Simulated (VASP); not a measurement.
Set up this calculation in VASP 6.6.1, as the native input.

```yaml
Task: relaxation of cell and atoms
Functional: LDA
Potentials_or_basis: VASP PAW LDA potentials, release 64 (In_d, O)
Cutoff: 600 eV
k_mesh: 6 × 6 × 6
Occupations: fermi-dirac, width 0.05 eV
Spin: no spin polarisation
Target_pressure: 30 GPa
Further_INCAR_settings: ALGO = Normal; EDIFF = 1e-06; IBRION = 2; EDIFFG = -0.01; NSW = 40; ISIF = 3
Target_pressure: 30 GPa
```

The structure of In2O3 lies in POSCAR:

```
In2O3                                   
1.0
    2.6836119689      1.5493840927      4.5229266069
   -2.6836119689      1.5493840927      4.5229266069
    0.0000000000     -3.0987681852      4.5229266068
  In              O             
     4     6
Direct
     0.3615444498686116    0.3615444498686116    0.3615444498686161
     0.1384555501313883    0.1384555501313883    0.1384555501313839
     0.6384555501313883    0.6384555501313883    0.6384555501313840
     0.8615444498686117    0.8615444498686117    0.8615444498686160
     0.5429144712139420    0.9570855287860580    0.2500000000000000
     0.2500000000000000    0.5429144712139419    0.9570855287860578
     0.9570855287860581    0.2500000000000000    0.5429144712139422
     0.4570855287860581    0.0429144712139419    0.7500000000000000
     0.7499999999999999    0.4570855287860581    0.0429144712139422
     0.0429144712139420    0.7500000000000001    0.4570855287860578
```

These files were run (other wordings do the same):

INCAR

```
PREC = Accurate
ENCUT = 600
EDIFF = 1E-6
ISMEAR = -1
SIGMA = 0.05
LREAL = False
LASPH = True
NELM = 100
ALGO = Normal
ISIF = 3
LWAVE = False
LCHARG = False
GGA = CA
IBRION = 2
NSW = 40
EDIFFG = -0.01
PSTRESS = 300
KPAR = 8
```

KPOINTS

```
regular mesh
0
Gamma
  6 6 6
```

Potentials or basis: VASP PAW LDA potentials, release 64 (In_d, O).

Command:

```bash
$ cat potpaw_LDA.64/In_d/POTCAR potpaw_LDA.64/O/POTCAR > POTCAR
$ mpirun -np 8 vasp_std > vasp.out
```

It gave:

```yaml
Relaxed_volume: 10.84 Å³/atom
Relaxed_cell: a = 5.363 Å, b = 5.363 Å, c = 5.363 Å, α = 59.73°, β = 59.73°, γ = 59.73°
Space_group_after_relaxing_to_0.05_Å: R-3c (No. 167)
Energy_change_on_relaxing_the_enthalpy_is_what_falls: +68.5 meV/atom
Ionic_steps: 14
Pressure_after_relaxing: 30.0 GPa
Band_gap_on_the_k_mesh: 1.94 eV, indirect (least direct gap 1.96 eV)
```

Caveat: the cell is relaxed towards a set pressure, so the enthalpy falls and the energy may rise; spin-orbit coupling is left out, which moves the levels of the heavy elements.

It took 8.2 min on 8 MPI ranks on Intel(R) Xeon(R) Platinum 8488C (Sapphire Rapids), on a shared host, peak memory 0.39 GiB a rank.
